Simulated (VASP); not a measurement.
# Driving VASP from ASE on Bi2Se3 (Paraguanajuatite), part 3 of 4

Do ASE scripts that read Bi2Se3 (Paraguanajuatite) from different structure formats give one answer, and do several routes find one equilibrium volume? All runs use PBEsol. Left out of this account: at least 1 further run (fields: a reference on another mesh). The start is a cell from a database of measured crystal structures.

VASP 6.6.1; PBEsol; plane waves and PAW (Bi_d, Se).

So far. Step 3 (Total energy, forces and stress (PBEsol, through ASE) …): The energy lies -0.48 meV an atom from the first script, since this cell and mesh sample the zone at other points.

**4. Full relaxation (PBEsol, through ASE)**

System of this step: Bi2Se3 (Paraguanajuatite). Symmetry: R-3m, No. 166, trigonal system. Conventional cell: a = 4.143 Å, b = 4.143 Å, c = 28.636 Å, α = 90.00°, β = 90.00°, γ = 120.00°. Nearest to Bi lie 6 Se at 2.85 to 3.07 Å. Nearest to Se lie 6 Bi at 3.07 Å. Se has 3 Bi at 2.85 Å nearest. Farther neighbours and most contacts between anions are not listed.

Properties are meant for the cell that this level of theory prefers, so cell and atoms are relaxed first (ISIF = 3) until forces and stress are small; EDIFFG sets the threshold.

File run.py:

```python
import numpy as np
from ase.calculators.vasp import Vasp
from ase import Atoms

atoms = Atoms(['Bi', 'Bi', 'Se', 'Se', 'Se'],
              cell=[[2.0715, 1.19598108, 9.54533333], [-2.0715, 1.19598108, 9.54533333], [0.0, -2.39196217, 9.54533333]],
              scaled_positions=[[0.4008, 0.4008, 0.4008], [0.5992, 0.5992, 0.5992], [0.0, 0.0, 0.0], [0.2117, 0.2117, 0.2117], [0.7883, 0.7883, 0.7883]],
              pbc=True)

calc = Vasp(
    xc='pbesol',
    pp='PBE',
    prec='Accurate',
    encut=400,
    ediff=1e-06,
    nelm=100,
    ismear=-1,
    sigma=0.05,
    lreal=False,
    algo='Normal',
    nbands=30,
    lorbit=11,
    lwave=False,
    lcharg=False,
    kpar=4,
    ibrion=2,
    nsw=60,
    isif=3,
    ediffg=-0.01,
    pp_version='64',
    setups={'Bi': '_d', 'Se': ''},
    kpts=(9, 9, 9),
    gamma=True,
    txt='vasp.out',
)
atoms.calc = calc

print("energy (eV):", round(atoms.get_potential_energy(), 6))
print("Fermi level (eV):", round(calc.get_fermi_level(), 4))
print("forces (eV/A):")
print(np.round(atoms.get_forces(), 4))
print("stress (GPa, Voigt, tension positive):", np.round(atoms.get_stress() * 160.21766, 3))
print("cell (A, degrees):", np.round(atoms.cell.cellpar(), 4))
print("volume (A^3):", round(atoms.get_volume(), 4))
print("positions:")
print(np.round(atoms.get_scaled_positions(), 5))
```

Potentials, in the order of the species: Bi_d and Se (PBE family, release 64).

Started as:

```bash
export ASE_VASP_COMMAND="mpirun -np 4 vasp_std"
python run.py
```

What it wrote:

```text
energy (eV): -22.048836
Fermi level (eV): 5.004
forces (eV/A):
[[-0.     -0.      0.0029]
 [-0.      0.     -0.0029]
 [ 0.      0.     -0.    ]
 [-0.      0.     -0.0048]
 [-0.     -0.      0.0048]]
stress (GPa, Voigt, tension positive): [ 0.022  0.022  0.038 -0.    -0.    -0.   ]
cell (A, degrees): [ 9.8163  9.8163  9.8163 24.2936 24.2936 24.2936]
volume (A^3): 140.727
positions:
[[0.4003  0.4003  0.4003 ]
 [0.5997  0.5997  0.5997 ]
 [0.      0.      0.     ]
 [0.21143 0.21143 0.21143]
 [0.78857 0.78857 0.78857]]
```

Run time: 9.1 min. Hardware: 4 MPI ranks of Intel Xeon Platinum 8488C (Sapphire Rapids), shared host; peak memory 3 GiB.

The INCAR that ASE wrote:

```
ENCUT = 400.000000
SIGMA = 0.050000
EDIFF = 1.00e-06
EDIFFG = -1.00e-02
ALGO = Normal
GGA = PS
PREC = Accurate
IBRION = 2
ISIF = 3
ISMEAR = -1
KPAR = 4
LORBIT = 11
NBANDS = 30
NELM = 100
NSW = 60
LCHARG = .FALSE.
LWAVE = .FALSE.
LREAL = .FALSE.
```

ASE turned this into the KPOINTS:

```
KPOINTS created by Atomic Simulation Environment
0
Gamma
9 9 9
0 0 0
```

vasp.out:

```text
[banner, memory and clock lines left out]
running    4 mpi-ranks, on    1 nodes
 distrk:  each k-point on    1 cores,    4 groups
 distr:  one band on    1 cores,    1 groups

 POSCAR found type information on POSCAR BiSe
 POSCAR found :  2 types and       5 ions
 [... a notice as in an earlier step ...]

 LDA part: xc-table for (Slater+PW92), standard interpolation
 POSCAR, INCAR and KPOINTS ok, starting setup
 FFT: planning ... GRIDC
 FFT: planning ... GRID_SOFT
 FFT: planning ... GRID
 WAVECAR not read
 entering main loop
       N       E                     dE             d eps       ncg     rms          rms(c)
[... 13 cycles as in an earlier step ...]
   1 F= -.22044940E+02 E0= -.22044810E+02  d E =-.220449E+02
 curvature:   0.00 expect dE= 0.000E+00 dE for cont linesearch  0.000E+00
 trial: gam= 0.00000 g(F)=  0.309E-02 g(S)=  0.211E-02 ort = 0.000E+00 (trialstep = 0.100E+01)
 search vector abs. value=  0.521E-02
 bond charge predicted
       N       E                     dE             d eps       ncg     rms          rms(c)
DAV:   1    -0.220720808158E+02   -0.27142E-01   -0.15936E+00  7764   0.103E+01    0.856E-01
DAV:   2    -0.220522162430E+02    0.19865E-01   -0.52845E-02  6452   0.242E+00    0.353E-01
DAV:   3    -0.220480789458E+02    0.41373E-02   -0.20759E-02  6984   0.150E+00    0.730E-02
DAV:   4    -0.220481392045E+02   -0.60259E-04   -0.63551E-04  5678   0.183E-01    0.468E-02
DAV:   5    -0.220481709962E+02   -0.31792E-04   -0.81182E-05  6266   0.550E-02    0.150E-02
DAV:   6    -0.220481754741E+02   -0.44779E-05   -0.20803E-05  6816   0.415E-02    0.480E-03
DAV:   7    -0.220481753008E+02    0.17335E-06   -0.14630E-06  3326   0.933E-03
   2 F= -.22048175E+02 E0= -.22048045E+02  d E =-.323566E-02
[...]
3 F= -.22048362E+02 E0= -.22048232E+02  d E =-.342269E-02
[...]
4 F= -.22048841E+02 E0= -.22048713E+02  d E =-.478423E-03
 trial-energy change:   -0.000478  1 .order   -0.000478   -0.001747    0.000792
 step:   0.7298(harm=  0.7298)  dis= 0.00392  next Energy=   -22.048964 (dE=-0.601E-03)
 bond charge predicted
       N       E                     dE             d eps       ncg     rms          rms(c)
DAV:   1    -0.220492055785E+02   -0.36478E-03   -0.56664E-02  7730   0.150E+00    0.994E-02
DAV:   2    -0.220490094821E+02    0.19610E-03   -0.12884E-03  6114   0.333E-01    0.432E-02
DAV:   3    -0.220489624279E+02    0.47054E-04   -0.25119E-04  6480   0.163E-01    0.796E-03
DAV:   4    -0.220489639523E+02   -0.15244E-05   -0.16107E-05  7002   0.277E-02    0.488E-03
DAV:   5    -0.220489647895E+02   -0.83714E-06   -0.36909E-07  3060   0.495E-03
   5 F= -.22048965E+02 E0= -.22048836E+02  d E =-.602453E-03
 curvature:  -0.48 expect dE=-0.100E-04 dE for cont linesearch -0.716E-06
 trial: gam= 0.00000 g(F)=  0.304E-05 g(S)=  0.179E-04 ort =-0.569E-04 (trialstep = 0.994E+00)
 search vector abs. value=  0.209E-04
 reached required accuracy - stopping structural energy minimisation
```

OUTCAR, selected parts (step 4):

```text
The static configuration has the point symmetry D_3d.

 Found     85 irreducible k-points:

   NELECT =      48.0000    total number of electrons

 E-fermi :   5.0040

 k-point     1 :       0.0000    0.0000    0.0000
  band No.  band energies     occupation
    ...
     21       3.0847      2.00000
     22       3.7080      2.00000
     23       3.7080      2.00000
     24       4.9459      1.52337
     25       5.0550      0.52949
     26       6.2609      0.00000
     27       6.2609      0.00000
     28       7.0213      0.00000
     29       7.6386      0.00000
     30       7.6386      0.00000

 k-point     2 :       0.1111   -0.0000    0.0000
  band No.  band energies     occupation
    ...
     20       3.2305      2.00000
     21       3.5068      2.00000
     22       3.5368      2.00000
     23       3.8636      2.00000
     24       4.2720      2.00000
     25       5.9078      0.00000
     26       6.6305      0.00000
     27       6.6631      0.00000
     28       7.0991      0.00000
     29       7.6178      0.00000
    ...

  Total       -0.0191970     -0.0191970     -0.0334245      0.0000000      0.0000000      0.0000000
  in kB       -0.2185584     -0.2185584     -0.3805375      0.0000000      0.0000000      0.0000000
  external PRESSURE =      -0.2725514 kB  Pullay stress =       0.0000000 kB

  energy-cutoff  :      400.00
  volume of cell :      140.73
      direct lattice vectors                 reciprocal lattice vectors
     2.065507308  1.192521198  9.522116011     0.242071281  0.139759919  0.035006225
    -2.065507308  1.192521198  9.522116011    -0.242071281  0.139759919  0.035006225
     0.000000000 -2.385042406  9.522116011     0.000000000 -0.279519838  0.035006225

 POSITION                                       TOTAL-FORCE (eV/Angst)
 -----------------------------------------------------------------------------------
      0.00000     -0.00000     11.43523        -0.000000     -0.000000      0.002925
      0.00000     -0.00000     17.13111        -0.000000      0.000000     -0.002925
      0.00000     -0.00000      0.00000         0.000000      0.000000     -0.000000
      0.00000     -0.00000      6.03983        -0.000000      0.000000     -0.004795
      0.00000     -0.00000     22.52652        -0.000000     -0.000000      0.004795
 -----------------------------------------------------------------------------------
    total drift:                               -0.000000      0.000000     -0.000000

  FREE ENERGIE OF THE ION-ELECTRON SYSTEM (eV)
  ---------------------------------------------------
  free  energy   TOTEN  =       -22.0489647895 eV

  energy  without entropy=      -22.0487074976  energy(sigma->0) =      -22.04883614

 reached required accuracy - stopping structural energy minimisation

 total charge
# of ion       s       p       d       tot
------------------------------------------
    1        1.611   1.073   9.963  12.647
    2        1.611   1.073   9.963  12.647
    3        1.475   2.310   0.022   3.807
    4        1.493   2.249   0.023   3.766
    5        1.493   2.249   0.023   3.766
--------------------------------------------------
tot          7.683   8.955  19.995  36.633

[... 7 parts as in an earlier step ...]

[... 5 further parts left out ...]
```

CONTCAR:

```
Bi Se
   1.00000000000000
     2.0655073082294519    1.1925211978047370    9.5221160112456644
    -2.0655073082294519    1.1925211978047370    9.5221160112456644
     0.0000000000000000   -2.3850424055561188    9.5221160112426020
  Bi              Se
     2     3
Direct
     0.4003043396610159    0.4003043396610159    0.4003043396610138
     0.5996956603389841    0.5996956603389841    0.5996956603389862
     0.0000000000000000    0.0000000000000000    0.0000000000000000
     0.2114316990758825    0.2114316990758825    0.2114316990758815
     0.7885683009241173    0.7885683009241173    0.7885683009241184
```

The bonds form layers, held to each other by dispersion, which PBEsol lacks, so the spacing between them is unreliable. The run keeps the 12 symmetry operations of its start, so it cannot find a distortion of lower symmetry.

The steps of the relaxation:

```tsv
step	energy less that of the first step (eV)	largest force (eV/Å)	pressure (GPa)	volume (Å³)
1	0.0000	0.1632	-0.30	141.89
2	-0.0032	0.0844	0.08	140.78
3	-0.0034	0.0631	0.20	140.45
4	-0.0039	0.0322	-0.09	140.85
5	-0.0040	0.0048	-0.03	140.73
```

```tsv
conventional cell, symmetrised	before	after	change
a (Å)	4.143	4.131	-0.3 %
b (Å)	4.143	4.131	-0.3 %
c (Å)	28.636	28.566	-0.2 %
volume (Å³/atom)	28.38	28.15	-0.8 %
```

The atoms that moved most (Å, as changes of fractional coordinates times the final cell):

```tsv
atom	dx	dy	dz	length
Bi1	0.000	0.000	-0.014	0.014
Bi2	0.000	0.000	0.014	0.014
Se4	0.000	0.000	-0.008	0.008
Se5	0.000	0.000	0.008	0.008
```

The relaxed structure:

```
Bi Se
1.0
     2.06551    1.19252    9.52212
    -2.06551    1.19252    9.52212
     0.00000   -2.38504    9.52212
Bi Se
2 3
Direct
  0.40030 0.40030 0.40030
  0.59970 0.59970 0.59970
  0.00000 0.00000 0.00000
  0.21143 0.21143 0.21143
  0.78857 0.78857 0.78857
```

This step gave:

```
electrons                       : 48
bands                           : 30
irreducible k-points            : 85
free energy (TOTEN)             : -22.05 eV
energy at zero smearing         : -22.05 eV
Fermi energy                    : 5.004 eV
pressure                        : -0.02726 GPa
SCF cycles over all ionic steps : 39
gap on the k-mesh               : 0.1091 eV
least direct gap on the k-mesh  : 0.1091 eV
```

It ends with a largest force of 0.005 eV/Å and a pressure of -0.03 GPa.

**5. Equation of state by an ASE loop (PBEsol)**

An ASE loop scales the volume at fixed shape and fractional positions and fits the energies, which gives the bulk modulus of a clamped cell from energies alone.

File run.py:

```python
import numpy as np
from ase.calculators.vasp import Vasp
from ase.io import read
from ase.eos import EquationOfState
from ase.units import GPa

atoms = read('structure.vasp')

calc = Vasp(
    xc='pbesol',
    pp='PBE',
    prec='Accurate',
    encut=400,
    ediff=1e-06,
    nelm=100,
    ismear=-1,
    sigma=0.05,
    lreal=False,
    algo='Normal',
    nbands=30,
    lorbit=11,
    lwave=False,
    lcharg=False,
    kpar=4,
    isif=2,
    pp_version='64',
    setups={'Bi': '_d', 'Se': ''},
    kpts=(9, 9, 9),
    gamma=True,
    txt='vasp.out',
)
atoms.calc = calc

cell, volumes, energies = atoms.get_cell(), [], []
for x in [0.94, 0.96, 0.98, 1.0, 1.02, 1.04, 1.06]:
    atoms.set_cell(cell * x ** (1 / 3), scale_atoms=True)
    volumes.append(atoms.get_volume())
    energies.append(atoms.get_potential_energy())
    print(f"{x:.2f}  V = {volumes[-1]:.4f} A^3  E = {energies[-1]:.6f} eV")
v0, e0, b0 = EquationOfState(volumes, energies, eos="birchmurnaghan").fit()
print(f"V0 = {v0:.4f} A^3  E0 = {e0:.6f} eV  B0 = {b0 / GPa:.2f} GPa")
```

File structure.vasp:

```
Bi2Se3
1.0
    2.0715000000      1.1959810826      9.5453333333
   -2.0715000000      1.1959810826      9.5453333333
    0.0000000000     -2.3919621653      9.5453333333
Bi Se
2 3
Direct
    0.4008000000      0.4008000000      0.4008000000
    0.5992000000      0.5992000000      0.5992000000
    0.0000000000      0.0000000000      0.0000000000
    0.2117000000      0.2117000000      0.2117000000
    0.7883000000      0.7883000000      0.7883000000
```

Run time: 21 min. Hardware: 4 MPI ranks.

The INCAR that ASE wrote:

```
ENCUT = 400.000000
SIGMA = 0.050000
EDIFF = 1.00e-06
ALGO = Normal
GGA = PS
PREC = Accurate
ISIF = 2
ISMEAR = -1
KPAR = 4
LORBIT = 11
NBANDS = 30
NELM = 100
LCHARG = .FALSE.
LWAVE = .FALSE.
LREAL = .FALSE.
```

The KPOINTS that ASE wrote:

```
KPOINTS created by Atomic Simulation Environment
0
Gamma
9 9 9
0 0 0
```

VASP's own log, vasp.out (the last of its runs):

```text

```

The run was cut off at its time limit.

More ranks or a longer limit might have been enough; this was not tried.

**6. Relaxation driven by ASE (PBEsol)**

Here ASE drives the relaxation and calls VASP for forces and stress at each step.

File run.py:

```python
import numpy as np
from ase.calculators.vasp import Vasp
from ase import Atoms
from ase.optimize import BFGS
from ase.filters import FrechetCellFilter

atoms = Atoms(['Bi', 'Bi', 'Se', 'Se', 'Se'],
              cell=[[2.0715, 1.19598108, 9.54533333], [-2.0715, 1.19598108, 9.54533333], [0.0, -2.39196217, 9.54533333]],
              scaled_positions=[[0.4008, 0.4008, 0.4008], [0.5992, 0.5992, 0.5992], [0.0, 0.0, 0.0], [0.2117, 0.2117, 0.2117], [0.7883, 0.7883, 0.7883]],
              pbc=True)

calc = Vasp(
    xc='pbesol',
    pp='PBE',
    prec='Accurate',
    encut=400,
    ediff=1e-06,
    nelm=100,
    ismear=-1,
    sigma=0.05,
    lreal=False,
    algo='Normal',
    nbands=30,
    lorbit=11,
    lwave=False,
    lcharg=False,
    kpar=4,
    isif=2,
    pp_version='64',
    setups={'Bi': '_d', 'Se': ''},
    kpts=(9, 9, 9),
    gamma=True,
    txt='vasp.out',
)
atoms.calc = calc

BFGS(FrechetCellFilter(atoms)).run(fmax=0.02, steps=30)
print("cell (A, degrees):", np.round(atoms.cell.cellpar(), 4))
print("volume (A^3):", round(atoms.get_volume(), 4))
print("energy (eV):", round(atoms.get_potential_energy(), 6))
print("Fermi level (eV):", round(calc.get_fermi_level(), 4))
print("forces (eV/A):")
print(np.round(atoms.get_forces(), 4))
print("stress (GPa, Voigt, tension positive):", np.round(atoms.get_stress() * 160.21766, 3))
```

What it wrote:

```text
Step     Time          Energy          fmax
BFGS:    0 --:--:--      -22.044940        0.163211
BFGS:    1 --:--:--      -22.045868        0.134633
BFGS:    2 --:--:--      -22.048127        0.052146
BFGS:    3 --:--:--      -22.048210        0.045724
BFGS:    4 --:--:--      -22.048388        0.009762
cell (A, degrees): [ 9.817   9.817   9.817  24.2993 24.2993 24.2993]
volume (A^3): 140.8239
energy (eV): -22.048258
Fermi level (eV): 4.9917
forces (eV/A):
[[ 0.     -0.      0.0098]
 [-0.      0.     -0.0098]
 [ 0.      0.     -0.    ]
 [-0.      0.     -0.0066]
 [ 0.     -0.      0.0066]]
stress (GPa, Voigt, tension positive): [ 0.023  0.023  0.001 -0.    -0.     0.   ]
```

Run time: 17 min. Hardware: 4 MPI ranks; peak memory 2.6 GiB; 66 min of CPU time.

The INCAR that ASE wrote:

```
ENCUT = 400.000000
SIGMA = 0.050000
EDIFF = 1.00e-06
ALGO = Normal
GGA = PS
PREC = Accurate
ISIF = 2
ISMEAR = -1
KPAR = 4
LORBIT = 11
NBANDS = 30
NELM = 100
LCHARG = .FALSE.
LWAVE = .FALSE.
LREAL = .FALSE.
```

ASE turned this into the KPOINTS:

```
KPOINTS created by Atomic Simulation Environment
0
Gamma
9 9 9
0 0 0
```

VASP's own log, vasp.out (the last of its runs):

```text
[banner, memory and clock lines left out]
running    4 mpi-ranks, on    1 nodes
 distrk:  each k-point on    1 cores,    4 groups
 distr:  one band on    1 cores,    1 groups

 POSCAR found type information on POSCAR BiSe
 POSCAR found :  2 types and       5 ions
 [... a notice as in an earlier step ...]

 LDA part: xc-table for (Slater+PW92), standard interpolation
 POSCAR, INCAR and KPOINTS ok, starting setup
 FFT: planning ... GRIDC
 FFT: planning ... GRID_SOFT
 FFT: planning ... GRID
 WAVECAR not read
 WARNING: random wavefunctions but no delay for mixing, default for NELMDL
 entering main loop
       N       E                     dE             d eps       ncg     rms          rms(c)
DAV:   1     0.423238242906E+03    0.42324E+03   -0.20101E+04  5100   0.138E+03
DAV:   2     0.256267059592E+02   -0.39761E+03   -0.38375E+03  5428   0.381E+02
DAV:   3    -0.208245499633E+02   -0.46451E+02   -0.44219E+02  6682   0.144E+02
DAV:   4    -0.227070433158E+02   -0.18825E+01   -0.18678E+01  5946   0.304E+01
DAV:   5    -0.227737242032E+02   -0.66681E-01   -0.66628E-01  6854   0.566E+00    0.507E+00
DAV:   6    -0.220515882170E+02    0.72214E+00   -0.11311E+00  6598   0.765E+00    0.320E+00
DAV:   7    -0.220475720598E+02    0.40162E-02   -0.33362E-01  5776   0.253E+00    0.161E+00
DAV:   8    -0.220489197282E+02   -0.13477E-02   -0.45856E-02  6674   0.113E+00    0.510E-01
DAV:   9    -0.220482669242E+02    0.65280E-03   -0.23015E-03  6642   0.468E-01    0.118E-01
DAV:  10    -0.220483524331E+02   -0.85509E-04   -0.13875E-03  5622   0.191E-01    0.477E-02
DAV:  11    -0.220483762042E+02   -0.23771E-04   -0.16304E-04  6228   0.765E-02    0.291E-02
DAV:  12    -0.220483876640E+02   -0.11460E-04   -0.30002E-05  5312   0.280E-02    0.762E-03
DAV:  13    -0.220483880393E+02   -0.37526E-06   -0.46413E-06  5064   0.204E-02
   1 F= -.22048388E+02 E0= -.22048258E+02  d E =-.259144E-03
```

Parts of OUTCAR (step 6):

```text
   ENCUT  =  400.0 eV  29.40 Ry    5.42 a.u.  16.01 16.01 16.01*2*pi/ulx,y,z

   NELECT =      48.0000    total number of electrons

 E-fermi :   4.9917

 k-point     1 :       0.0000    0.0000    0.0000
  band No.  band energies     occupation
    ...
     21       3.0784      2.00000
     22       3.6972      2.00000
     23       3.6972      2.00000
     24       4.9331      1.52709
     25       5.0430      0.52798
     26       6.2511      0.00000
     27       6.2511      0.00000
     28       7.0098      0.00000
     29       7.6299      0.00000
     30       7.6299      0.00000

  Total       -0.0205930     -0.0205930     -0.0012959     -0.0000000      0.0000000      0.0000000
  in kB       -0.2342897     -0.2342897     -0.0147436     -0.0000000      0.0000000      0.0000000
  external PRESSURE =      -0.1611077 kB  Pullay stress =       0.0000000 kB

 POSITION                                       TOTAL-FORCE (eV/Angst)
 -----------------------------------------------------------------------------------
      0.00000     -0.00000     11.43407         0.000000     -0.000000      0.009785
      0.00000     -0.00000     17.13413        -0.000000      0.000000     -0.009785
      0.00000      0.00000      0.00000         0.000000      0.000000     -0.000000
      0.00000     -0.00000      6.04291        -0.000000      0.000000     -0.006560
      0.00000     -0.00000     22.52529         0.000000     -0.000000      0.006560
 -----------------------------------------------------------------------------------
    total drift:                                0.000000     -0.000000     -0.000000

  FREE ENERGIE OF THE ION-ELECTRON SYSTEM (eV)
  ---------------------------------------------------
  free  energy   TOTEN  =       -22.0483880393 eV

  energy  without entropy=      -22.0481288953  energy(sigma->0) =      -22.04825847

[... 3 parts as in an earlier step ...]

[... 13 further parts left out ...]
```

This step gave:

```
optimizer steps   : 4
volume after bfgs : 28.16 Å³/atom
```

**7. Side by side**

| run | atoms | mesh | energy (eV/atom) | pressure (GPa) |
| --- | --- | --- | --- | --- |
| ASE, structure typed into the script | 5 | 9×9×9 | -4.40896 | -0.305 |
| ASE, structure read from a CIF with its space group | 15 | 6×6×1 | -4.40945 | -0.343 |

[end of part 3 of 4]

[Lines on the potential files, build, host, timing and source positions are cut from VASP's logs without a mark.]

[Logs are printed without paths, hosts, clocks, repeated set-up lines and the standing remarks that a program may print on its own settings, such as how far it seeks lower states.]

[Hosts, paths, dates, database ids (printed as entryN), source tags and the programs' standing remarks are cut or masked in the printed files.]

[A measured line is paired with the nearest computed mode of its activity, which favours agreement.]

[In band tables of VASP the shares of atoms and orbitals are scaled to a sum of 1 inside the atoms' spheres.]
